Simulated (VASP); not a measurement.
Energy against volume of Rh (fcc). Computed with vdW-DF-cx, VASP's PBE PAW potentials (set 64) (plane waves; VASP 6.6.1).

```json
[
 {"V (Å³/atom)": "12.749", "E (eV/atom)": "-4.32831"},
 {"V (Å³/atom)": "13.156", "E (eV/atom)": "-4.36760"},
 {"V (Å³/atom)": "13.563", "E (eV/atom)": "-4.38004"},
 {"V (Å³/atom)": "13.970", "E (eV/atom)": "-4.37012"},
 {"V (Å³/atom)": "14.377", "E (eV/atom)": "-4.34164"}
]
```

Problem. Fit a third-order Birch-Murnaghan equation of state.

Solution. 
The volume per atom comes out as 13.57 Å^3/atom and the bulk modulus is 291 GPa. The pressure derivative of the bulk modulus is 5.15 and the lattice constant a is 3.787 Å.

Measured: bulk modulus 271 GPa at 0 K (computed value off by +7.5 %), as given by H. Levämäki et al., Physical Review B (2014), arXiv:1402.3671 [corrected for temperature and zero-point phonon effects]; a 3.794 Å at 0 K (computed value off by -0.2 %), as given by Daniel Mejia-Rodriguez et al., Physical Review B (2018), arXiv:1807.09216 [static lattice: zero-point anharmonic expansion removed].

The compound is Rh in the fcc structure. It was relaxed first.
